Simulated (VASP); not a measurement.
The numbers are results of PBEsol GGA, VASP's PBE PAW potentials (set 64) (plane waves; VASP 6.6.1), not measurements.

VASP ran on this input.

KPOINTS:
```
Automatic mesh
0
Gamma
14 14 14
0 0 0
```

**INCAR**
```
LWAVE  =  .FALSE.
LREAL  =  .FALSE.   # projection in real space or not
NELM  =  100
IBRION  =  2
LCHARG  =  .FALSE.
SYSTEM  =  NiAl
ISMEAR  =  1   # Methfessel-Paxton
LASPH  =  .TRUE.   # aspherical one-centre terms
ENCUT  =  400   # plane-wave cut-off (eV)
ISIF  =  2
LMAXMIX  =  4
EDIFF  =  1E-5   # SCF stop (eV)
PREC  =  Normal
NSW  =  20
EDIFFG  =  -0.03
GGA  =  PS   # PBEsol
ALGO  =  Fast   # Davidson, then RMM-DIIS
SIGMA  =  0.1
NELMIN  =  4
```

### POSCAR
```
NiAl
1.0
  2.8643679015   0.0000000000   0.0000000000
  0.0000000000   2.8643679015   0.0000000000
  0.0000000000   0.0000000000   2.8643679015
Al Ni
1 1
Cartesian
  1.4321839508   1.4321839508   1.4321839508
  0.0000000000   0.0000000000   0.0000000000
```

POTCAR, in this order: Al Ni (PBE.64 set). Program: vasp_std.

Q: What does the run give for the energy per atom (σ→0), band gap (on the k-mesh)?

A: 
```yaml
energy per atom (σ→0): -5.793 eV/atom
band gap (on the k-mesh): none (metal, semimetal or under 0.01 eV)
```

### OSZICAR
```
...
RMM:   8    -0.115961858010E+02    0.45820E-03   -0.19435E-01  2400   0.604E+00    0.928E-01
RMM:   9    -0.115861903514E+02    0.99954E-02   -0.46792E-02  2400   0.159E+00    0.224E-01
RMM:  10    -0.115855019097E+02    0.68844E-03   -0.13156E-03  2420   0.494E-01    0.124E-01
RMM:  11    -0.115856126463E+02   -0.11074E-03   -0.94047E-04  2404   0.340E-01    0.979E-02
RMM:  12    -0.115854623275E+02    0.15032E-03   -0.53901E-04  2400   0.402E-01    0.310E-02
RMM:  13    -0.115854729218E+02   -0.10594E-04   -0.83221E-05  2197   0.816E-02    0.483E-02
RMM:  14    -0.115854675391E+02    0.53826E-05   -0.45500E-05  2159   0.105E-01
   1 F= -.11585468E+02 E0= -.11585334E+02  d E =-.115855E+02
```

The compound is NiAl in the CsCl type structure. It was relaxed first. The run is not spin-polarised, so no magnetic state was tried. The electron count is odd and the run is not spin-polarised, which forces a metal.
